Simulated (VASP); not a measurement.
Data:

```
CuI
1.0
    0.00000     2.96299     2.96299
    2.96299     0.00000     2.96299
    2.96299     2.96299     0.00000
Cu I
1 1
Direct
  0.00000   0.00000   0.00000
  0.25000   0.25000   0.25000
```

Calculation: revPBE GGA, VASP's PBE PAW potentials (set 64) (plane waves; VASP). Settings: 300 eV cut-off, 10×10×10 Γ-centred mesh, Fermi-Dirac smearing of 0.010 eV, potentials Cu I.

Unless said otherwise, spin-orbit coupling is left out, though it shifts the bands of the heavy elements here.

Q: Give the energies of bands 2 to 12 at the high-symmetry points, in eV from the valence-band maximum.

A: 
```
band      Γ      X      U      L      W
----  -----  -----  -----  -----  -----
2     -3.96  -5.99  -5.65  -6.01  -5.47
3     -3.96  -4.04  -4.75  -3.93  -4.91
4     -3.96  -4.04  -3.99  -3.93  -4.14
5     -2.13  -2.16  -2.27  -2.10  -2.19
6     -2.13  -2.06  -2.10  -2.10  -2.19
7      0.00  -2.03  -1.97  -2.04  -2.04
8      0.00  -1.73  -1.74  -0.82  -1.84
9      0.00  -1.73  -1.44  -0.82  -1.46
10     1.43   2.65   3.09   2.28   4.70
11     4.81   2.91   4.77   5.38   4.76
12     4.81   9.80   7.78   5.38   6.13
```

The gap is direct, 1.43 eV, from the valence maximum at Γ to the conduction minimum at Γ.

The structure is a typed CuI crystal. The cell was not relaxed at this level.
